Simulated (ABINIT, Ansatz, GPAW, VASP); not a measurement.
## One structure in several programs: Sr (P6_3/mmc, 2 atoms in the cell)

Self-consistent single point.

```
Sr
1.0
    4.25862     0.00000     0.00000
   -2.12931     3.68807     0.00000
    0.00000     0.00000     6.97482
Sr
2
Direct
  0.33333   0.66667   0.25000
  0.66667   0.33333   0.75000
```

Shared settings, as Ansatz (a quantum-chemistry and plane-wave program) writes them: kpoints.mp_grid.grid = 12 12 7; scf.occupations.method = gaussian; scf.occupations.width = 0.272 eV. Potentials and cutoffs stand in the table.

```tsv
code	model	pressure (GPa)	cutoff
Ansatz	LDA (PW92), PAW files made with PBE	-1.26	default
VASP	LDA (PZ), VASP's LDA PAW potentials (set 64)	-1.35	300 eV
ABINIT	LDA (PW92), norm-conserving pseudopotentials (PseudoDojo nc-sr-04 LDA standard)	-1.27	34 Ha
GPAW	LDA (Perdew-Wang 92), GPAW PAW datasets LDA (gpaw-data 1.0.1)	-1.24	550 eV
```

The spread over the programs that give each value: pressure within 0.11 GPa.

Ansatz's pressure is given at a fixed set of plane waves, as the other plane-wave codes print theirs. The same LDA comes in different parametrisations, which differ slightly.

VASP's run is marked for a possible Pulay error in its stress at this cutoff; no cutoff test was made.

The starting cell comes from a database of computed structures (which also holds hypothetical and non-ambient phases and stackings), without a prior relaxation at this level. Its lattice was rescaled by a random factor within 2.5 % of one.

Left out of this page: Quantum ESPRESSO, CP2K, Elk, FLEUR and SIESTA (not drawn, or without a comparable value).

Keys are those of Ansatz 0.2.
